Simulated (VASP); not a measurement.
BeCd2S3: relaxation of cell and atoms with PBE

The system is BeCd2S3.

```
CELL_PARAMETERS angstrom
-1.99218 6.03941 2.87741
2.01976 -5.94003 2.69026
3.63433 11.76495 -5.34293
ATOMIC_POSITIONS crystal
Be 0.96567 0.94149 0.98810
Be 0.97002 0.95836 0.50003
Cd 0.62268 0.96352 0.32526
Cd 0.61026 0.92468 0.81594
Cd 0.35826 0.00373 0.15791
Cd 0.34437 0.00690 0.67226
S 0.20864 0.73163 0.26393
S 0.18554 0.70149 0.75523
S 0.61309 0.74532 0.40888
S 0.60991 0.76120 0.92830
S 0.93758 0.78968 0.07558
S 0.92791 0.73150 0.56191
```

The cell was built by a generator and needn't be a form met in nature.

```
Program                : VASP 6.6.1
Task                   : relaxation of cell and atoms
Functional             : PBE
Potentials or basis    : VASP PAW PBE potentials, release 64 (Be, Cd, S)
Cutoff                 : 520 eV
k mesh                 : 5 × 5 × 5
Occupations            : gaussian, width 0.05 eV
Spin                   : no spin polarisation
Further INCAR settings : PREC = Normal; LREAL = Auto; ALGO = Fast; EDIFF = 1e-05; ISYM = 0; IBRION = 2; EDIFFG = -0.03; NSW = 110; ISIF = 3
```

The relaxed volume is 21.59 Å³/atom. The relaxed cell is a = 6.818 Å, b = 6.813 Å, c = 13.637 Å, α = 147.00°, β = 60.58°, γ = 130.72° and the space group after relaxing (to 0.05 Å) is Imm2 (No. 44). The energy gained by relaxing is 105.7 meV/atom, the ionic steps are 18 and the pressure after relaxing is 0.0 GPa. The largest force after relaxing is 0.024 eV/Å. The band gap on the k mesh is 1.67 eV.

Forces in eV/Å, atoms in the order of the input:
```
Be  -0.019 -0.007  0.013
Be  -0.010 -0.002  0.013
Cd   0.010  0.001 -0.001
Cd   0.004 -0.009  0.004
Cd  -0.017  0.002 -0.002
Cd  -0.001 -0.006  0.001
S    0.006  0.013 -0.007
S    0.006 -0.003 -0.006
S    0.014  0.006 -0.006
S   -0.004  0.000  0.012
S    0.008 -0.001  0.000
S    0.002  0.004 -0.022
```

The path:
```tsv
step	energy change (eV)	largest force (eV/Å)	pressure (GPa)	volume (Å³)
1	0.0000	2.9356	3.37	254.54
2	-0.8966	0.7683	-2.14	271.26
3	-0.8967	0.7642	-2.19	271.47
4	-1.1148	0.5018	-0.38	262.17
5	-1.1420	0.5376	0.72	257.47
6	-1.2108	0.4421	0.29	258.43
7	-1.2211	0.4154	0.09	258.95
8	-1.2485	0.2078	-0.15	259.75
9	-1.2537	0.1418	-0.28	260.26
10	-1.2621	0.0847	0.11	258.53
11	-1.2625	0.0785	0.26	258.02
12	-1.2658	0.0583	0.03	259.14
13	-1.2658	0.0607	-0.07	259.35
14	-1.2673	0.0348	-0.04	259.30
15	-1.2674	0.0373	-0.04	259.28
16	-1.2673	0.0498	-0.02	259.25
17	-1.2674	0.0439	-0.02	259.27
18	-1.2680	0.0241	0.03	259.05
```

Final structure:
```
Be Cd S
1.0
    -1.93303    5.88711    2.84470
     1.93199   -5.88468    2.83838
     3.87808   11.77611   -5.67872
Be Cd S
2 4 6
Direct
  0.98069 0.97399 0.99674
  0.98119 0.97402 0.49647
  0.64313 0.97501 0.32475
  0.64349 0.97249 0.82467
  0.32398 0.97920 0.16757
  0.32530 0.97637 0.66660
  0.17874 0.67152 0.24608
  0.17931 0.67132 0.74633
  0.62735 0.76834 0.42239
  0.62578 0.76682 0.92303
  0.92163 0.76413 0.06907
  0.92336 0.76626 0.56960
```

Levels at points of the mesh, in eV from the valence-band top:
```
           k point  band 42  band 43  band 44  band 45  band 46  band 47
(0.00, 0.00, 0.00)    -0.39    -0.26     0.00     1.67     3.23     3.61
```

Wall time 15 min on 8 MPI ranks on Intel(R) Xeon(R) Platinum 8559C (Emerald Rapids) (shared host), peak memory 0.77 GiB a rank.

Caveat: an odd mesh through Γ misses points on the zone boundary, where band edges often lie.
